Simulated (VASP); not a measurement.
An input for Ansatz (written as the equivalent of a VASP run, and not itself run):

Ansatz 0.2 input:
```yaml
crystal:
  lattice:
    - [-1.4500211, 1.4500211, 1.4500211]
    - [1.4500211, -1.4500211, 1.4500211]
    - [1.4500211, 1.4500211, -1.4500211]
  atoms:
    - { symbol: V, position: [0.0000000, 1.0000000, 0.0000000] }
kpoints:
  mp_grid: { grid: [16, 16, 16] }
hamiltonian:
  xc: r2scan
  pseudopotentials: { kind: paw }
scf:
  occupations: { method: methfessel_paxton, width: 0.1 }
  max_iter: 100
relax:
  max_steps: 40
  f_tol: 0.01
  cell: { p_target: 20 }
output: { forces: true, stress: true, eigenvalues: true }
```

Question: Translate this input to VASP (INCAR, KPOINTS, POSCAR, choice of POTCAR).

Answer: This is not unique; one that fits is 
**POSCAR**
```
V
1
   -1.4500210785     1.4500210785     1.4500210785
    1.4500210785    -1.4500210785     1.4500210785
    1.4500210785     1.4500210785    -1.4500210785
V
1
Direct
  0.0000000000   1.0000000000   0.0000000000
```

### INCAR
```
METAGGA  =  R2SCAN
SIGMA  =  0.1   ! width (eV)
LWAVE  =  .False.
SYSTEM  =  V
LREAL  =  .False.
ENCUT  =  480   ! plane-wave cut-off (eV)
NELM  =  100
ALGO  =  Normal   ! blocked Davidson
LMIXTAU  =  .True.
LASPH  =  .True.
NSW  =  40   ! most ionic steps
LMAXMIX  =  4   ! l cut-off of mixed one-centre charges
EDIFFG  =  -0.01   ! ionic stop
EDIFF  =  1E-7   ! SCF stop (eV)
ISMEAR  =  1
LCHARG  =  .False.
ISIF  =  3
IBRION  =  2
PSTRESS  =  200   ! kbar
PREC  =  Accurate
```

### KPOINTS
```
Automatic mesh
0
Gamma
  16 16 16
0 0 0
```

POTCAR, in this order: V_sv (PBE.64 set). Program: vasp_std.

What does not carry over: each code has its own PAW files, so the cut-off isn't converted (ENCUT is set for VASP's; basis.ecutwfc is left out, and Ansatz then takes the one that its files recommend); Ansatz stops its SCF on the density residual and VASP on the energy change (EDIFF).

The compound is V in the bcc structure. This run relaxes it under an external pressure of 20 GPa. Symmetry was kept, so distortions that lower it aren't found.
